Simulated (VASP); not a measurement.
VASP input:

File POSCAR:
```
PbSe
1.0
  0.0000000000   3.1212000000   3.1212000000
  3.1212000000   0.0000000000   3.1212000000
  3.1212000000   3.1212000000   0.0000000000
Pb Se
1 1
Cartesian
  0.1200000002   0.0500000000  -0.0000000000
  3.1212000000   3.1212000000   3.1212000000
```

**KPOINTS**
```
Automatic mesh
0
Gamma
6 6 6
0 0 0
```

INCAR:
```
# general
SYSTEM  = PbSe
PREC    = Accurate
ENCUT   = 400
LREAL   = F
LASPH   = T   # aspherical one-centre terms

# electronic loop
EDIFF   = 1E-6   # SCF stop (eV)
NELM    = 100   # most electronic steps
ALGO    = Normal
LMAXMIX = 4   # l cut-off of mixed one-centre charges

# smearing
ISMEAR  = 0   # Gaussian
SIGMA   = 0.05   # width (eV)

# functional
GGA     = PE   # PBE

# ions
IBRION  = 2
NSW     = 40
ISIF    = 2
EDIFFG  = -0.01   # ionic stop

# output
LWAVE   = F
LCHARG  = F
```

POTCAR, in this order: Pb_d Se (PBE.64 set). Program: vasp_std.

Task: Translate this PBE calculation to Quantum ESPRESSO's pw.x.

Result: One equivalent input (not run):
```
&CONTROL
  calculation = 'relax'
  pseudo_dir = './pseudo'
  outdir = './out'
  tprnfor = .true.
  tstress = .true.
  nstep = 40
  forc_conv_thr = 0.00039
/
&SYSTEM
  ibrav = 0
  nat = 2
  ntyp = 2
  ecutwfc = 86
  occupations = 'smearing'
  smearing = 'gaussian'
  degauss = 0.003675
  input_dft = 'pbe'
/
&ELECTRONS
  conv_thr = 7.3e-08
  electron_maxstep = 100
/
&IONS
/
ATOMIC_SPECIES
  Pb 207.200 Pb.upf
  Se 78.971 Se.upf
CELL_PARAMETERS angstrom
     0.0000000    3.1212000    3.1212000
     3.1212000    0.0000000    3.1212000
     3.1212000    3.1212000    0.0000000
ATOMIC_POSITIONS crystal
  Pb  -0.0112136  0.0112136  0.0272331
  Se   0.5000000  0.5000000  0.5000000
K_POINTS automatic
  6 6 6 0 0 0
```
What does not carry over: the potentials are each code's own (VASP's PAW set, PseudoDojo norm-conserving files in pw.x), so ENCUT and ecutwfc are chosen apart and not converted; conv_thr bounds pw.x's estimated SCF error, while EDIFF bounds the energy change between steps; forc_conv_thr acts on force components and is met together with etot_conv_thr.

The compound is PbSe in the rock salt structure. In the starting cell atoms are displaced from their ideal sites. This run relaxes the ions in a fixed cell. Symmetry was kept, so distortions that lower it aren't found.
